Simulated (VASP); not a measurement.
# Band gap of C (Diamond) at several levels of theory, part 2 of 2

Aim: the gap of C (Diamond) on one structure at many levels of theory. The starting structure is a measured crystal structure from the Crystallography Open Database. Cell and atoms stay as given. Meshes and data sets differ where the inputs say so.

VASP 6.6.1.

Results so far: LDA 4.115 eV; PBE 4.149 eV; r2SCAN 4.344 eV; TB-mBJ 4.963 eV.

**6. Bands with HSE06**

Level of this step: HSE06; plane waves and PAW (C) (VASP).

HSE06 mixes in a quarter of exact exchange at short range, at far higher cost; in semiconductors this cures much of the gap error, while metals seldom gain. This run uses a 7×7×7 mesh. Its starting orbitals come from a semilocal run on the same mesh, not shown.

The input, INCAR:

```
SYSTEM = C
PREC = Accurate
ENCUT = 460
EDIFF = 1E-06
NELM = 100
ISMEAR = 0
SIGMA = 0.03
LREAL = .FALSE.
ALGO = Normal
LHFCALC = .TRUE.
AEXX = 0.25
GGA = PE
HFSCREEN = 0.2
LASPH = .TRUE.
NBANDS = 10
PRECFOCK = Fast
LORBIT = 11
LWAVE = .FALSE.
LCHARG = .FALSE.
KPAR = 4
```

The input, POSCAR:

```
C
1.0
    0.0000000000      1.7833700000      1.7833700000
    1.7833700000      0.0000000000      1.7833700000
    1.7833700000      1.7833700000      0.0000000000
C
2
Direct
    0.7500000000      0.7500000000      0.7500000000
    0.5000000000      0.5000000000      0.5000000000
```

The input, KPOINTS:

```
Automatic mesh
0
Gamma
7 7 7
0 0 0
```

The input, KPOINTS_OPT:

```
Line mode
10
Line-mode
Reciprocal
  0.00000000   0.00000000   0.00000000 GAMMA
  0.50000000   0.00000000   0.50000000 X

  0.50000000   0.00000000   0.50000000 X
  0.50000000   0.25000000   0.75000000 W

  0.50000000   0.25000000   0.75000000 W
  0.37500000   0.37500000   0.75000000 K

  0.37500000   0.37500000   0.75000000 K
  0.00000000   0.00000000   0.00000000 GAMMA

  0.00000000   0.00000000   0.00000000 GAMMA
  0.50000000   0.50000000   0.50000000 L

  0.50000000   0.50000000   0.50000000 L
  0.62500000   0.25000000   0.62500000 U

  0.62500000   0.25000000   0.62500000 U
  0.50000000   0.25000000   0.75000000 W

  0.50000000   0.25000000   0.75000000 W
  0.50000000   0.50000000   0.50000000 L

  0.50000000   0.50000000   0.50000000 L
  0.37500000   0.37500000   0.75000000 K

  0.62500000   0.25000000   0.62500000 U
  0.50000000   0.00000000   0.50000000 X
```

PAW data sets: C (PBE family, release 64).

Launch:

```bash
> mpirun -np 4 vasp_std
```

Numbers of over 12 decimals in the logs are rounded to 6 here.

Output:

```text
[banner, memory and clock lines left out]
running    4 mpi-ranks, on    1 nodes
[...]
LDA part: xc-table for (Slater+PW92), standard interpolation
 found WAVECAR, reading the header
 POSCAR, INCAR and KPOINTS ok, starting setup
[...]
reading WAVECAR
 the WAVECAR file was read successfully
 initial charge from wavefunction
 entering main loop
       N       E                     dE             d eps       ncg     rms          rms(c)
DAV:   1    -0.210878577610E+02   -0.21088E+02   -0.63827E-01   416   0.722E+00    0.104E+00
DAV:   2    -0.210904514739E+02   -0.25937E-02   -0.58022E-03   442   0.613E-01    0.664E-01
DAV:   3    -0.210897173454E+02    0.73413E-03   -0.32886E-04   420   0.159E-01    0.370E-01
DAV:   4    -0.210894777314E+02    0.23961E-03   -0.86299E-05   412   0.874E-02    0.205E-01
DAV:   5    -0.210894031532E+02    0.74578E-04   -0.24163E-05   418   0.473E-02    0.114E-01
DAV:   6    -0.210893806082E+02    0.22545E-04   -0.70369E-06   438   0.260E-02    0.642E-02
DAV:   7    -0.210893739482E+02    0.66600E-05   -0.21334E-06   408   0.144E-02    0.367E-02
DAV:   8    -0.210893721190E+02    0.18292E-05   -0.76774E-07   206   0.885E-03    0.207E-02
DAV:   9    -0.210893717539E+02    0.36508E-06   -0.28860E-07   206   0.563E-03
   1 F= -.21089372E+02 E0= -.21089372E+02  d E =-.204088E-15
 Start KPOINTS_OPT (optional k-point list driver)
k-point batch [1-20\100]
       N       E                     dE             ncg
DAV:   1     0.349017421891E+03   -0.61885E+04      408
DAV:   2    -0.716006672258E+02   -0.42062E+03      562
DAV:   3    -0.865293159826E+02   -0.14929E+02      450
DAV:   4    -0.866462817512E+02   -0.11697E+00      442
DAV:   5    -0.866465314644E+02   -0.24971E-03      442
DAV:   6    -0.866465318438E+02   -0.37934E-06      438
[...]
k-point batch [81-100\100]
       N       E                     dE             ncg
DAV:   1     0.161060958283E+03   -0.83811E+04      442
DAV:   2    -0.203964662167E+03   -0.36503E+03      522
DAV:   3    -0.212394712845E+03   -0.84301E+01      474
DAV:   4    -0.212456229223E+03   -0.61516E-01      512
DAV:   5    -0.212456334493E+03   -0.10527E-03      480
DAV:   6    -0.212456334621E+03   -0.12771E-06      468
```

Run time: 63 s. Hardware: 4 MPI ranks of Intel Xeon 6975P-C (Granite Rapids), shared host; peak memory 0.88 GiB.

From OUTCAR (step 6):

```text
 POSITION                                       TOTAL-FORCE (eV/Angst)
 -----------------------------------------------------------------------------------
      2.67505      2.67505      2.67505        -0.000000     -0.000000     -0.000000
      1.78337      1.78337      1.78337         0.000000      0.000000      0.000000
 -----------------------------------------------------------------------------------
    total drift:                               -0.000000      0.000000     -0.000000

  FREE ENERGIE OF THE ION-ELECTRON SYSTEM (eV)
  ---------------------------------------------------
  free  energy   TOTEN  =       -21.0893717539 eV

  energy  without entropy=      -21.0893717539  energy(sigma->0) =      -21.08937175

[... 1 part as in an earlier step ...]

[... 2 further parts left out ...]
[key lines of the parts left out:]
E-fermi :   9.2572
```

HSE06 gives a least gap of 5.315 eV, and a least direct gap of 6.998 eV. The least gap is +1.200 eV from that of LDA, on another mesh, which alone can move a gap by some hundredths of an eV.

**7. Bands with PBE0**

PBE0 keeps a quarter of exact exchange at all ranges; it tends to overshoot small gaps. This run uses a 7×7×7 mesh. It starts from the orbitals of an earlier run, not shown.

INCAR: that of step 6 with these lines changed.

```diff
@@ -12,3 +12,2 @@
 GGA = PE
-HFSCREEN = 0.2
 LASPH = .TRUE.
@@ -16,2 +15,3 @@
 PRECFOCK = Fast
+HFRCUT = -1
 LORBIT = 11
```

POSCAR is that of step 6.

KPOINTS is that of step 6.

KPOINTS_OPT is that of step 6.

Launch:

```bash
> mpirun -np 4 vasp_std
```

Output:

```text
[banner, memory and clock lines left out]
running    4 mpi-ranks, on    1 nodes
[...]
LDA part: xc-table for (Slater+PW92), standard interpolation
 found WAVECAR, reading the header
 POSCAR, INCAR and KPOINTS ok, starting setup
[...]
HFRCUT set to (new)   9.757082
 reading WAVECAR
 the WAVECAR file was read successfully
 initial charge from wavefunction
 entering main loop
       N       E                     dE             d eps       ncg     rms          rms(c)
DAV:   1    -0.221207950836E+02   -0.22121E+02   -0.63572E-01   416   0.723E+00    0.104E+00
DAV:   2    -0.221245163788E+02   -0.37213E-02   -0.72890E-03   442   0.668E-01    0.672E-01
DAV:   3    -0.221238341926E+02    0.68219E-03   -0.36380E-04   422   0.162E-01    0.375E-01
DAV:   4    -0.221235993388E+02    0.23485E-03   -0.82161E-05   412   0.855E-02    0.209E-01
DAV:   5    -0.221235250458E+02    0.74293E-04   -0.23128E-05   420   0.465E-02    0.117E-01
DAV:   6    -0.221235018973E+02    0.23148E-04   -0.71002E-06   436   0.262E-02    0.661E-02
DAV:   7    -0.221234949400E+02    0.69574E-05   -0.23104E-06   408   0.150E-02    0.373E-02
DAV:   8    -0.221234930211E+02    0.19188E-05   -0.76834E-07   206   0.879E-03    0.213E-02
DAV:   9    -0.221234926080E+02    0.41316E-06   -0.30210E-07   206   0.572E-03
   1 F= -.22123493E+02 E0= -.22123493E+02  d E =-.371264E-34
 Start KPOINTS_OPT (optional k-point list driver)
k-point batch [1-20\100]
       N       E                     dE             ncg
DAV:   1     0.292008839489E+03   -0.62455E+04      408
DAV:   2    -0.135209727261E+03   -0.42722E+03      554
DAV:   3    -0.149969070144E+03   -0.14759E+02      452
DAV:   4    -0.150084140850E+03   -0.11507E+00      442
DAV:   5    -0.150084383530E+03   -0.24268E-03      442
DAV:   6    -0.150084383880E+03   -0.34933E-06      438
[...]
k-point batch [81-100\100]
       N       E                     dE             ncg
DAV:   1     0.100798353169E+03   -0.84414E+04      442
DAV:   2    -0.268225433621E+03   -0.36902E+03      522
DAV:   3    -0.276499741904E+03   -0.82743E+01      474
DAV:   4    -0.276559737161E+03   -0.59995E-01      512
DAV:   5    -0.276559837018E+03   -0.99857E-04      480
DAV:   6    -0.276559837137E+03   -0.11936E-06      468
```

The job ended after 70 s (4 MPI ranks; peak memory 0.52 GiB; 4 min of CPU time).

From OUTCAR (step 7):

```text
 POSITION                                       TOTAL-FORCE (eV/Angst)
 -----------------------------------------------------------------------------------
      2.67505      2.67505      2.67505         0.000000      0.000000      0.000000
      1.78337      1.78337      1.78337        -0.000000     -0.000000     -0.000000
 -----------------------------------------------------------------------------------
    total drift:                               -0.000000      0.000000     -0.000000

  FREE ENERGIE OF THE ION-ELECTRON SYSTEM (eV)
  ---------------------------------------------------
  free  energy   TOTEN  =       -22.1234926080 eV

  energy  without entropy=      -22.1234926080  energy(sigma->0) =      -22.12349261

[... 2 parts as in an earlier step ...]

[... 1 further part left out ...]
[key lines of the parts left out:]
E-fermi :   8.9941
```

PBE0 gives a least gap of 6.048 eV, and a least direct gap of 7.704 eV. The least gap is +1.933 eV from that of LDA, on another mesh, which alone can move a gap by some hundredths of an eV.

**8. Bands with r2SCAN-EpsX**

Here the share of exact exchange is set to the inverse of the computed dielectric constant, since screening weakens exchange. This run uses a 7×7×7 mesh. It starts from the orbitals of an earlier run, not shown.

INCAR: that of step 7 with these lines changed.

```diff
@@ -10,4 +10,4 @@
 LHFCALC = .TRUE.
-AEXX = 0.25
-GGA = PE
+AEXX = 0.172
+METAGGA = R2SCAN
 LASPH = .TRUE.
```

POSCAR is that of step 7.

KPOINTS is that of step 7.

KPOINTS_OPT is that of step 7.

Launch:

```bash
> mpirun -np 4 vasp_std
```

Output:

```text
[banner, memory and clock lines left out]
running    4 mpi-ranks, on    1 nodes
[...]
[... a notice as in an earlier step ...]

 LDA part: xc-table for (None), standard interpolation
 found WAVECAR, reading the header
 POSCAR, INCAR and KPOINTS ok, starting setup
[...]
HFRCUT set to (new)   9.757082
 reading WAVECAR
 the WAVECAR file was read successfully
 initial charge from wavefunction
 entering main loop
       N       E                     dE             d eps       ncg     rms          rms(c)
DAV:   1    -0.220638374841E+02   -0.22064E+02   -0.94008E-01   414   0.933E+00    0.124E+00
DAV:   2    -0.220684661664E+02   -0.46287E-02   -0.10710E-02   444   0.858E-01    0.821E-01
DAV:   3    -0.220685169934E+02   -0.50827E-04   -0.16079E-04   428   0.116E-01    0.502E-01
DAV:   4    -0.220685451993E+02   -0.28206E-04   -0.22635E-05   440   0.502E-02    0.312E-01
DAV:   5    -0.220685592469E+02   -0.14048E-04   -0.79734E-06   444   0.308E-02    0.194E-01
DAV:   6    -0.220685663025E+02   -0.70555E-05   -0.28579E-06   420   0.187E-02    0.121E-01
DAV:   7    -0.220685698361E+02   -0.35336E-05   -0.10386E-06   254   0.114E-02    0.757E-02
DAV:   8    -0.220685716287E+02   -0.17926E-05   -0.42344E-07   206   0.735E-03    0.474E-02
DAV:   9    -0.220685725564E+02   -0.92764E-06   -0.15173E-07   208   0.437E-03
   1 F= -.22068573E+02 E0= -.22068573E+02  d E =-.403301E-27
 Start KPOINTS_OPT (optional k-point list driver)
k-point batch [1-20\100]
       N       E                     dE             ncg
DAV:   1     0.310834713635E+03   -0.62267E+04      408
DAV:   2    -0.106601683917E+03   -0.41744E+03      570
DAV:   3    -0.119154281214E+03   -0.12553E+02      454
DAV:   4    -0.119236210452E+03   -0.81929E-01      442
DAV:   5    -0.119236339289E+03   -0.12884E-03      442
DAV:   6    -0.119236339427E+03   -0.13794E-06      440
[...]
k-point batch [81-100\100]
       N       E                     dE             ncg
DAV:   1     0.119079977910E+03   -0.84231E+04      442
DAV:   2    -0.239792558556E+03   -0.35887E+03      532
DAV:   3    -0.246941485630E+03   -0.71489E+01      472
DAV:   4    -0.246984557371E+03   -0.43072E-01      512
DAV:   5    -0.246984603716E+03   -0.46344E-04      494
DAV:   6    -0.246984603763E+03   -0.47524E-07      464
```

The job ended after 90 s (4 MPI ranks; peak memory 0.52 GiB).

From OUTCAR (step 8):

```text
  FREE ENERGIE OF THE ION-ELECTRON SYSTEM (eV)
  ---------------------------------------------------
  free  energy   TOTEN  =       -22.0685725564 eV

  energy  without entropy=      -22.0685725564  energy(sigma->0) =      -22.06857256

[... 3 parts as in an earlier step ...]

[... 1 further part left out ...]
[key lines of the parts left out:]
E-fermi :   9.2894
```

r2SCAN-EpsX gives a least gap of 5.570 eV, and a least direct gap of 7.180 eV. The least gap is +1.456 eV from that of LDA, on another mesh, which alone can move a gap by some hundredths of an eV.

**9. The runs compared**

| level | gap (eV) | least direct gap (eV) | mesh | core minutes |
| --- | --- | --- | --- | --- |
| LDA | 4.115 | 5.548 | 10×10×10 | 0.147 |
| PBE | 4.149 | 5.595 | 10×10×10 | 0.16 |
| r2SCAN | 4.344 | 5.839 | 10×10×10 | 0.48 |
| TB-mBJ | 4.963 | 6.623 | 10×10×10 | 0.467 |
| HSE06 | 5.315 | 6.998 | 7×7×7 | 4.2 |
| PBE0 | 6.048 | 7.704 | 7×7×7 | 4.67 |
| r2SCAN-EpsX | 5.57 | 7.18 | 7×7×7 | 6.0 |

Core minutes are wall time times ranks of the run shown, on a shared host.

**10. Results**

| Item | Value |
| --- | --- |
| gap, LDA | 4.115 eV |
| gap, PBE | 4.149 eV |
| gap, r2SCAN | 4.344 eV |
| gap, TB-mBJ | 4.963 eV |
| gap, HSE06 | 5.315 eV |
| gap, PBE0 | 6.048 eV |
| gap, r2SCAN-EpsX | 5.570 eV |

In words: Without spin-orbit coupling the gap of C (Diamond) runs from 4.115 eV (LDA) to 6.048 eV (PBE0). HSE06 gives +1.17 eV from PBE, on another mesh, which alone can move a gap by some hundredths of an eV. TB-mBJ lies -0.35 eV from HSE06, on another mesh, which alone can move a gap by some hundredths of an eV. These are gaps between Kohn-Sham or generalised Kohn-Sham levels of a static lattice, without excitons or temperature. Further runs on this material are not shown.

[Lines on the potential files, build, host, timing and source positions are cut from VASP's logs without a mark.]

[Logs are printed without paths, hosts, clocks, repeated set-up lines and the standing remarks that a program may print on its own settings, such as how far it seeks lower states.]

[Hosts, paths, dates, database ids (printed as entryN), source tags and the programs' standing remarks are cut or masked in the printed files.]
